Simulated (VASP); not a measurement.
All values below come from PBE GGA, VASP's PBE PAW potentials (set 64) (plane waves; VASP).

Input for VASP

### KPOINTS
```
Automatic mesh
0
Gamma
8 8 8
0 0 0
```

**INCAR**
```
! general
SYSTEM  = Sr
PREC    = Accurate
ENCUT   = 520
LREAL   = .FALSE.
LASPH   = .TRUE.

! electronic loop
EDIFF   = 1E-7
NELM    = 100
ALGO    = Normal
LMAXMIX = 4

! smearing
ISMEAR  = 0
SIGMA   = 0.05

! functional
GGA     = PE

! ions
ISIF    = 2

! output
LWAVE   = .FALSE.
LCHARG  = .FALSE.
```

**POSCAR**
```
Sr
1
    0.0000000000     3.0687336165     3.0687336165
    3.0687336165     0.0000000000     3.0687336165
    3.0687336165     3.0687336165     0.0000000000
Sr
1
Direct
  0.0000000000   0.0000000000   0.0000000000
```

POTCAR, in this order: Sr_sv (PBE.64 set). Program: vasp_std.

Task: Estimate the energy per atom (σ→0), band gap (on the k-mesh).

Result: 
```
Quantity                                                     Value
------------------------  ----------------------------------------
energy per atom (σ→0)                               -1.636 eV/atom
band gap (on the k-mesh)  none (metal, semimetal or under 0.01 eV)
```

OSZICAR:
```
...
DAV:   7    -0.163665388611E+01   -0.12761E-02   -0.11576E-02   585   0.148E+00    0.298E-01
DAV:   8    -0.163664634894E+01    0.75372E-05   -0.18638E-03   831   0.279E-01    0.128E-01
DAV:   9    -0.163666395773E+01   -0.17609E-04   -0.27024E-05   669   0.637E-02    0.344E-02
DAV:  10    -0.163667915369E+01   -0.15196E-04   -0.10584E-05   634   0.335E-02    0.382E-02
DAV:  11    -0.163667865121E+01    0.50248E-06   -0.62741E-07   737   0.834E-03    0.119E-02
DAV:  12    -0.163667802452E+01    0.62669E-06   -0.28235E-07   661   0.433E-03    0.417E-03
DAV:  13    -0.163667810024E+01   -0.75718E-07   -0.12308E-08   329   0.125E-03
   1 F= -.16366781E+01 E0= -.16358735E+01  d E =-.160918E-02
```

The compound is Sr in the fcc structure. This cell is one point of a volume scan, at 1.06 of the reference volume.
